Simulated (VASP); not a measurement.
Method: r2SCAN meta-GGA, VASP's PBE PAW potentials (set 64) (plane waves; VASP).

A VASP calculation is set up with these files.

**KPOINTS**
```
Automatic mesh
0
Gamma
14 14 6
0 0 0
```

**KPOINTS_OPT**
```
k-points along high-symmetry lines
6
Line-mode
Reciprocal
  0.000000   0.000000   0.000000 ! GAMMA
  0.500000  -0.000000   0.000000 ! M

  0.500000  -0.000000   0.000000 ! M
  0.333333   0.333333   0.000000 ! K

  0.333333   0.333333   0.000000 ! K
  0.000000   0.000000   0.000000 ! GAMMA

  0.000000   0.000000   0.000000 ! GAMMA
  0.000000   0.000000   0.500000 ! A

  0.000000   0.000000   0.500000 ! A
  0.500000  -0.000000   0.500000 ! L

  0.500000  -0.000000   0.500000 ! L
  0.333333   0.333333   0.500000 ! H

  0.333333   0.333333   0.500000 ! H
  0.000000   0.000000   0.500000 ! A

  0.500000  -0.000000   0.500000 ! L
  0.500000  -0.000000   0.000000 ! M

  0.333333   0.333333   0.500000 ! H
  0.333333   0.333333   0.000000 ! K
```

**POSCAR**
```
TiO
1
    2.7679440198    -0.0000000000     0.0000000000
   -1.3839720099     2.3971097801    -0.0000000000
   -0.0000000000     0.0000000000     5.7828260772
Ti O
2 2
Direct
  0.0000000000   1.0000000000   1.0000000000
  0.0000000000   1.0000000000   0.5000000000
  0.3333330000   0.6666670000   0.2500000000
  0.6666670000   0.3333330000   0.7500000000
```

**INCAR**
```
SYSTEM = TiO
PREC = Accurate; ENCUT = 520; LREAL = F
LASPH = T
EDIFF = 1E-7; NELM = 100; ALGO = Normal
LMAXMIX = 4; LMIXTAU = T
ISMEAR = -5
METAGGA = R2SCAN
ISIF = 2
LWAVE = F; LCHARG = F; LORBIT = 11
NEDOS = 601
LEFG = T
```

POTCAR, in this order: Ti_sv O (PBE.64 set). Program: vasp_std.

Task: Estimate the energy per atom (σ→0), band gap (over mesh and band path).

Result: 
```json
{
  "energy per atom (σ→0)": "-12.032 eV/atom",
  "band gap (over mesh and band path)": "none (metal, semimetal or under 0.01 eV)"
}
```

File OSZICAR:
```
...
DAV:  19    -0.481272761115E+02    0.29928E-05   -0.75033E-06  4938   0.240E-02    0.267E-03
DAV:  20    -0.481272834094E+02   -0.72979E-05   -0.11260E-06  5424   0.971E-03    0.100E-03
DAV:  21    -0.481272810230E+02    0.23864E-05   -0.78362E-08  3048   0.291E-03    0.764E-04
DAV:  22    -0.481272838196E+02   -0.27967E-05   -0.51396E-08  2904   0.238E-03    0.253E-04
DAV:  23    -0.481272817989E+02    0.20208E-05   -0.36481E-08  2766   0.186E-03    0.204E-04
DAV:  24    -0.481272818099E+02   -0.10997E-07   -0.12812E-08  2796   0.105E-03
   1 F= -.48127282E+02 E0= -.48127282E+02  d E =0.000000E+00
       N       E                     dE             ncg
```

The structure was generated: TiO was put into the NiAs type type (P6_3/mmc), which need not be its known phase. It was relaxed first, which changed the volume by -32 %.
